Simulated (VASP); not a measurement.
Input of a VASP 6.6.1 run:

Contents of INCAR:

```
SYSTEM = AlN
PREC = Accurate
ENCUT = 520
EDIFF = 1E-7
ISMEAR = 0
SIGMA = 0.02
LREAL = .False.
LASPH = .True.
NELM = 60
ALGO = Normal
ISIF = 3
LWAVE = .False.
LCHARG = .False.
GGA = PE
IBRION = 2
NSW = 80
EDIFFG = -0.002
KPAR = 4
```

The input KPOINTS:

```
Automatic mesh
0
Gamma
  12 12 6
  0 0 0
```

Contents of POSCAR:

```
AlN
1.0
    3.1130000000      0.0000000000      0.0000000000
   -1.5565000000      2.6959370800      0.0000000000
    0.0000000000      0.0000000000      4.9810000000
Al N
2 2
Direct
    0.3333333300      0.6666666700      0.0000000000
    0.6666666700      0.3333333300      0.5000000000
    0.3333333300      0.6666666700      0.3800000000
    0.6666666700      0.3333333300      0.8800000000
```

Potentials or basis: VASP PAW PBE potentials, release 64 (Al, N).

Command:

```sh
$ cat potpaw_PBE.64/Al/POTCAR potpaw_PBE.64/N/POTCAR > POTCAR
$ mpirun -np 4 vasp_std > vasp.out
```

(1) Predict the relaxed cell.

(2) Estimate the band gap on the k mesh.

Results:

(1) a = 3.129 Å, b = 3.129 Å, c = 5.016 Å, α = 90.00°, β = 90.00°, γ = 120.00°.

(2) 4.06 eV, direct.
